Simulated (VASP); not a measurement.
CSO: single point with PBE+D3(BJ)

Crystal: CSO.

```
CELL_PARAMETERS angstrom
9.39780 0.00000 0.00000
0.00000 9.39780 0.00000
0.00000 0.00000 9.39780
ATOMIC_POSITIONS crystal
O 0.70343 0.77994 0.63857
O 0.51419 0.45208 0.82216
O 0.29693 0.79650 0.17016
O 0.21574 0.84609 0.84532
O 0.65165 0.38988 0.46821
O 0.47100 0.08237 0.75352
O 0.08584 0.06721 0.26718
O 0.13036 0.42749 0.88893
O 0.13433 0.12908 0.63699
O 0.08355 0.78980 0.50738
C 0.71331 0.88012 0.56525
C 0.57941 0.51978 0.90326
C 0.36697 0.74392 0.25815
C 0.09858 0.87466 0.87508
C 0.74238 0.39536 0.55320
C 0.50920 0.07207 0.87131
C 0.99936 0.14917 0.23243
C 0.20154 0.40814 0.98914
C 0.18923 0.22798 0.58552
C 0.02600 0.72646 0.41733
S 0.72637 0.01432 0.46698
S 0.66703 0.61025 0.01244
S 0.46057 0.67189 0.37617
S 0.94095 0.91313 0.91559
S 0.86519 0.40229 0.66571
S 0.56087 0.05834 0.02940
S 0.88260 0.25916 0.18560
S 0.29590 0.38106 0.12393
S 0.26224 0.36167 0.51751
S 0.94945 0.63936 0.29653
```

The cell was built by a generator and needn't be a form met in nature.

* Program: VASP 6.6.1
* Task: single point
* Functional: PBE
* Dispersion: D3(BJ)
* Potentials or basis: VASP PAW PBE potentials, release 64 (O, C, S)
* Cutoff: 520 eV
* k mesh: 1 × 1 × 1
* Occupations: fermi-dirac, width 0.05 eV
* Spin: no spin polarisation
* Dipole correction: no
* Further INCAR settings: LREAL = Auto; ALGO = Normal; EDIFF = 1e-06; NBANDS = 101

- Pressure: -0.2 GPa
- Largest force: 1.134 eV/Å
- Band gap on the k mesh: 4.80 eV, direct
- Dispersion energy per atom: -0.079 eV

Forces on the atoms (eV/Å):
```
O   -0.043 -0.412  0.292
O   -0.436 -0.448 -0.557
O   -0.413  0.299 -0.510
O    0.544 -0.145 -0.149
O   -0.519 -0.020 -0.475
O   -0.188  0.058 -0.582
O    0.483 -0.474  0.216
O   -0.341  0.108 -0.482
O   -0.279 -0.516  0.262
O    0.271  0.306  0.434
C    0.063  0.733 -0.532
C    0.608  0.613  0.734
C    0.612 -0.457  0.779
C   -0.917  0.231  0.243
C    0.798  0.035  0.722
C    0.269 -0.081  0.892
C   -0.730  0.710 -0.315
C    0.535 -0.165  0.780
C    0.426  0.759 -0.372
C   -0.521 -0.611 -0.801
S   -0.024 -0.335  0.234
S   -0.162 -0.162 -0.203
S   -0.204  0.169 -0.263
S    0.395 -0.093 -0.096
S   -0.295 -0.004 -0.250
S   -0.088  0.029 -0.310
S    0.244 -0.257  0.101
S   -0.200  0.058 -0.286
S   -0.134 -0.235  0.115
S    0.246  0.306  0.378
```

Stress tensor (GPa, compression positive):
```
-0.17  0.03  0.07
 0.03 -0.31 -0.01
 0.07 -0.01 -0.17
```

Levels at points of the mesh, in eV from the valence-band top:
```csv
k point,band 77,band 78,band 79,band 80,band 81,band 82,band 83,band 84
"(0.00, 0.00, 0.00)",-0.10,-0.07,-0.06,0.00,4.80,4.80,4.84,4.86
```

Wall time 98 s on 1 thread of Intel(R) Xeon(R) Platinum 8559C (Emerald Rapids), with other jobs on the host, peak memory 0.64 GiB.

Caveat: the standard files for N, O and F lose accuracy on very short bonds. A hybrid or GW would open this gap; PBE tends to underestimate it.
